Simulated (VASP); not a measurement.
Output of a VASP run:

OSZICAR:
```
       N       E                     dE             d eps       ncg     rms          rms(c)
DAV:   1     0.164996530993E+03    0.16500E+03   -0.11528E+04  1680   0.199E+03
DAV:   2    -0.307009491455E+01   -0.16807E+03   -0.16382E+03  1806   0.418E+02
DAV:   3    -0.108517967600E+02   -0.77817E+01   -0.77493E+01  2079   0.947E+01
DAV:   4    -0.109936347756E+02   -0.14184E+00   -0.14178E+00  2017   0.122E+01
DAV:   5    -0.110005643883E+02   -0.69296E-02   -0.69295E-02  2506   0.243E+00    0.662E+00
DAV:   6    -0.108024875864E+02    0.19808E+00   -0.53357E-01  1953   0.105E+01    0.302E+00
DAV:   7    -0.107622131054E+02    0.40274E-01   -0.85353E-02  2320   0.535E+00    0.145E+00
DAV:   8    -0.107523295537E+02    0.98836E-02   -0.27329E-02  1939   0.154E+00    0.399E-01
DAV:   9    -0.107512135090E+02    0.11160E-02   -0.19421E-03  2184   0.817E-01    0.754E-02
DAV:  10    -0.107511859693E+02    0.27540E-04   -0.45997E-05  2310   0.105E-01    0.335E-02
DAV:  11    -0.107511831160E+02    0.28533E-05   -0.52965E-06  2008   0.236E-02    0.872E-03
DAV:  12    -0.107511831153E+02    0.70304E-09   -0.22190E-07  2041   0.526E-03
   1 F= -.10751183E+02 E0= -.10750773E+02  d E =-.123050E-02
```

File OUTCAR:
```
------------------------ aborting loop because EDIFF is reached ----------------------------------------
  FORCE on cell =-STRESS in cart. coord.  units (eV):
  Direction    XX          YY          ZZ          XY          YZ          ZX
  --------------------------------------------------------------------------------------
  Total       -1.6980910     -1.6980910     -1.6980910     -0.0000000      0.0000000     -0.0000000
  in kB      -76.9067781    -76.9067781    -76.9067781     -0.0000000      0.0000000     -0.0000000
  external PRESSURE =     -76.9067781 kB  Pullay stress =       0.0000000 kB
  volume of cell :       35.38
      direct lattice vectors                 reciprocal lattice vectors
     3.282733591  0.000000000  0.000000000     0.304624171  0.000000000  0.000000000
     0.000000000  3.282733591  0.000000000     0.000000000  0.304624171  0.000000000
     0.000000000  0.000000000  3.282733591     0.000000000  0.000000000  0.304624171
 POSITION                                       TOTAL-FORCE (eV/Angst)
 -----------------------------------------------------------------------------------
      1.64137      1.64137      1.64137         0.000000      0.000000      0.000000
      0.00000      0.00000      0.00000         0.000000      0.000000      0.000000
 -----------------------------------------------------------------------------------
    total drift:                                0.000000      0.000000     -0.000000
  FREE ENERGIE OF THE ION-ELECTRON SYSTEM (eV)
  ---------------------------------------------------
  free  energy   TOTEN  =       -10.7511831153 eV

  energy  without entropy=      -10.7499526179  energy(sigma->0) =      -10.75077295
```
(Selected blocks of OUTCAR.)

POSCAR:
```
PdIn
1
    3.2827335913     0.0000000000     0.0000000000
    0.0000000000     3.2827335913     0.0000000000
    0.0000000000     0.0000000000     3.2827335913
In Pd
1 1
Direct
  0.5000000000   0.5000000000   0.5000000000
  0.0000000000   0.0000000000   0.0000000000
```

Task: Write an INCAR and KPOINTS that could have produced this output.

Result: Several could match; the one computed here: the input of the run itself, LDA (Ceperley-Alder, Perdew-Zunger), plane waves, VASP's LDA PAW potentials (set 64).

INCAR:
```
! general
SYSTEM   =  PdIn
PREC     =  Accurate
ENCUT    =  520
LREAL    =  .FALSE.
LASPH    =  .TRUE.

! electronic loop
EDIFF    =  1E-7
NELM     =  100
ALGO     =  Normal
LMAXMIX  =  4

! smearing
ISMEAR   =  1
SIGMA    =  0.1

! ions
ISIF     =  2

! output
LWAVE    =  .FALSE.
LCHARG   =  .FALSE.
```

File KPOINTS:
```
K-points
0
Gamma
  11 11 11
```

POTCAR, in this order: In_d Pd (LDA.64 set). Program: vasp_std.

The compound is PdIn in the CsCl type structure. This cell is one point of a volume scan, at 1.06 of the reference volume. The electron count is odd and the run is not spin-polarised, which forces a metal.
